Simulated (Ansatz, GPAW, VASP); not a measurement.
# MoI: 3 runs at one level of theory

```xyz
2
Lattice="0.0000 3.1789 3.1789 3.1789 0.0000 3.1789 3.1789 3.1789 0.0000" Properties=species:S:1:pos:R:3 pbc="T T T"
Mo    0.0000    0.0000    0.0000
I     4.7683    4.7683    4.7683
```

Alike in all runs: task band structure; functional revPBE; k mesh 7 × 7 × 7; occupations fermi-dirac, width 0.05 eV; no spin polarisation; no spin-orbit coupling. Pressure is positive in compression and, in plane waves, holds the error of the finite cutoff, which Ansatz's Pulay term estimates and takes out.

| program and potentials | plane-wave cutoff (eV) | notes | pressure (GPa) |
| --- | --- | --- | --- |
| Ansatz, Ansatz PAW | 420 | potentials made for PBE, which Ansatz adapts in part; 15.5 valence electrons an atom on average; Pulay term of +0.02 GPa included | -6.24 |
| VASP, PBE PAW files I, Mo_sv, 520 eV | 520 | potentials made for PBE; 10.5 valence electrons an atom on average | ? |
| GPAW, the program's PAW data sets (release 1.2.1) made for this functional | 600 | 10.5 valence electrons an atom on average | -5.77 |

Problem. Estimate from the other rows what the run with VASP, PBE PAW files I, Mo_sv, 520 eV gave.

Solution. Pressure -6.30 GPa. The other rows, which needn't bracket it: pressure -6.24 to -5.77.
